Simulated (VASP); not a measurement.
Level of theory: PBE GGA, VASP's PBE PAW potentials (set 64) (plane waves; VASP 6.6.1).

The input files of a VASP run:

### POSCAR
```
Pb27Te27
1
   -0.0000000000     9.8416856314     9.8416856314
    9.8416856314    -0.0000000000     9.8416856314
    9.8416856314     9.8416856314    -0.0000000000
Te Pb
27 27
Direct
  0.0000000000   0.0000000000   0.0000000000
  0.0000000000   0.0000000000   0.3333330000
  0.0000000000   0.0000000000   0.6666670000
  0.0000000000   0.3333330000   0.0000000000
  0.0000000000   0.3333330000   0.3333330000
  1.0000000000   0.3333330000   0.6666670000
  0.0000000000   0.6666670000   0.0000000000
  0.0000000000   0.6666670000   0.3333330000
  1.0000000000   0.6666670000   0.6666670000
  0.3333330000   0.0000000000   0.0000000000
  0.3333330000   0.0000000000   0.3333330000
  0.3333330000   1.0000000000   0.6666670000
  0.3333330000   0.3333330000   0.0000000000
  0.3333330000   0.3333330000   0.3333330000
  0.3333330000   0.3333330000   0.6666670000
  0.3333330000   0.6666670000   0.0000000000
  0.3333330000   0.6666670000   0.3333330000
  0.3333330000   0.6666670000   0.6666670000
  0.6666670000   0.0000000000   0.0000000000
  0.6666670000   0.0000000000   0.3333330000
  0.6666670000   1.0000000000   0.6666670000
  0.6666670000   0.3333330000   0.0000000000
  0.6666670000   0.3333330000   0.3333330000
  0.6666670000   0.3333330000   0.6666670000
  0.6666670000   0.6666670000   0.0000000000
  0.6666670000   0.6666670000   0.3333330000
  0.6666670000   0.6666670000   0.6666670000
  0.1666670000   0.1666670000   0.1666670000
  0.1666670000   0.1666670000   0.5000000000
  0.1666670000   0.1666670000   0.8333330000
  0.1666670000   0.5000000000   0.1666670000
  0.1666670000   0.5000000000   0.5000000000
  0.1666670000   0.5000000000   0.8333330000
  0.1666670000   0.8333330000   0.1666670000
  0.1666670000   0.8333330000   0.5000000000
  0.1666670000   0.8333330000   0.8333330000
  0.5000000000   0.1666670000   0.1666670000
  0.5000000000   0.1666670000   0.5000000000
  0.5000000000   0.1666670000   0.8333330000
  0.5000000000   0.5000000000   0.1666670000
  0.5000000000   0.5000000000   0.5000000000
  0.5000000000   0.5000000000   0.8333330000
  0.5000000000   0.8333330000   0.1666670000
  0.5000000000   0.8333330000   0.5000000000
  0.5000000000   0.8333330000   0.8333330000
  0.8333330000   0.1666670000   0.1666670000
  0.8333330000   0.1666670000   0.5000000000
  0.8333330000   0.1666670000   0.8333330000
  0.8333330000   0.5000000000   0.1666670000
  0.8333330000   0.5000000000   0.5000000000
  0.8333330000   0.5000000000   0.8333330000
  0.8333330000   0.8333330000   0.1666670000
  0.8333330000   0.8333330000   0.5000000000
  0.8333330000   0.8333330000   0.8333330000
```

KPOINTS:
```
Automatic mesh
0
Gamma
1 1 1
0 0 0
```

### INCAR
```
ALGO=Fast
EDIFF=1E-5
EDIFFG=-0.03
ENCUT=400
GGA=PE
IBRION=2
ISIF=2
ISMEAR=0
LASPH=.TRUE.
LCHARG=.FALSE.
LMAXMIX=4
LREAL=Auto
LWAVE=.TRUE.
NELM=100
NELMIN=4
NSW=20
PREC=Normal
SIGMA=0.05
SYMPREC=1E-4
SYSTEM=Pb27Te27
```

POTCAR, in this order: Te Pb (PBE.64 set). Program: vasp_gam.

Output

File OSZICAR:
```
       N       E                     dE             d eps       ncg     rms          rms(c)
DAV:   1     0.186272692977E+04    0.18627E+04   -0.88073E+04   328   0.111E+03
DAV:   2     0.700369988674E+02   -0.17927E+04   -0.17262E+04   480   0.191E+02
DAV:   3    -0.194654143569E+03   -0.26469E+03   -0.25742E+03   372   0.796E+01
DAV:   4    -0.207962612970E+03   -0.13308E+02   -0.13171E+02   392   0.175E+01
DAV:   5    -0.208462622560E+03   -0.50001E+00   -0.49843E+00   424   0.396E+00    0.362E+01
RMM:   6    -0.204797759880E+03    0.36649E+01   -0.80072E+00   333   0.325E+00    0.225E+01
RMM:   7    -0.205338115458E+03   -0.54036E+00   -0.13807E+01   351   0.374E+00    0.539E+00
RMM:   8    -0.204908760664E+03    0.42935E+00   -0.90638E-01   328   0.165E+00    0.422E+00
RMM:   9    -0.204854324928E+03    0.54436E-01   -0.25133E-01   336   0.646E-01    0.214E+00
RMM:  10    -0.204821609319E+03    0.32716E-01   -0.48138E-01   383   0.674E-01    0.132E+00
RMM:  11    -0.204819705988E+03    0.19033E-02   -0.17403E-02   328   0.240E-01    0.445E-01
RMM:  12    -0.204821223702E+03   -0.15177E-02   -0.66616E-03   347   0.113E-01    0.832E-01
RMM:  13    -0.204829163280E+03   -0.79396E-02   -0.74412E-02   460   0.301E-01    0.119E+00
RMM:  14    -0.204820757710E+03    0.84056E-02   -0.27084E-02   385   0.182E-01    0.184E-01
RMM:  15    -0.204820717803E+03    0.39907E-04   -0.16506E-03   347   0.590E-02    0.965E-02
RMM:  16    -0.204820719251E+03   -0.14478E-05   -0.34779E-04   356   0.257E-02    0.637E-02
RMM:  17    -0.204820711355E+03    0.78964E-05   -0.62246E-05   286   0.120E-02
   1 F= -.20482071E+03 E0= -.20482071E+03  d E =-.204821E+03
```

OUTCAR:
```
------------------------ aborting loop because EDIFF is reached ----------------------------------------
  FORCE on cell =-STRESS in cart. coord.  units (eV):
  Direction    XX          YY          ZZ          XY          YZ          ZX
  --------------------------------------------------------------------------------------
  Total       -1.5390130     -1.5390130     -1.5390130      0.0000000     -0.0000000      0.0000000
  in kB       -1.2933450     -1.2933450     -1.2933450      0.0000000     -0.0000000      0.0000000
  external PRESSURE =      -1.2933450 kB  Pullay stress =       0.0000000 kB
  volume of cell :     1906.51
      direct lattice vectors                 reciprocal lattice vectors
     0.000000000  9.841685631  9.841685631    -0.050804305  0.050804305  0.050804305
     9.841685631  0.000000000  9.841685631     0.050804305 -0.050804305  0.050804305
     9.841685631  9.841685631  0.000000000     0.050804305  0.050804305 -0.050804305
  FREE ENERGIE OF THE ION-ELECTRON SYSTEM (eV)
  ---------------------------------------------------
  free  energy   TOTEN  =      -204.8207113549 eV

  energy  without entropy=     -204.8207113549  energy(sigma->0) =     -204.82071135

 reached required accuracy - stopping structural energy minimisation
```
(Selected blocks of OUTCAR.)

The supercell is sampled at Γ alone, which is coarse: total energies, pressure and levels can be off, energies of defects by several tenths of an eV.

The cell is a supercell, built from a database entry that may be metastable or hypothetical.
